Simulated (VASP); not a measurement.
Consider the following.

```yaml
crystal:
  lattice:
    - [0.00000, 3.06718, 3.06718]
    - [3.06718, 0.00000, 3.06718]
    - [3.06718, 3.06718, 0.00000]
  atoms:
    - { symbol: Ga, position: [0.00000, 0.00000, 0.00000] }
    - { symbol: Sb, position: [0.25000, 0.25000, 0.25000] }
```

Calculation: vdW-DF-cx, VASP's PBE PAW potentials (set 64) (plane waves; VASP). Numerical set-up: 520 eV cut-off, Gaussian smearing of 0.050 eV, potentials Ga_d Sb.

Give the energies of bands 7 to 12 at the high-symmetry points, in eV from the Fermi level.

| band | Γ | X | U | L | W |
|---|---|---|---|---|---|
| 7 | -0.08 | -6.80 | -6.62 | -6.35 | -6.67 |
| 8 | 0.00 | -2.56 | -3.59 | -1.15 | -3.33 |
| 9 | 0.00 | -2.56 | -2.18 | -1.15 | -3.11 |
| 10 | 0.00 | 0.87 | 1.36 | 0.34 | 3.62 |
| 11 | 2.75 | 1.21 | 3.82 | 3.71 | 4.28 |
| 12 | 2.75 | 8.59 | 6.52 | 3.71 | 4.35 |

It has no gap at this level: it comes out as a metal or semimetal.

The compound is GaSb in the zinc blende structure. It was relaxed first.
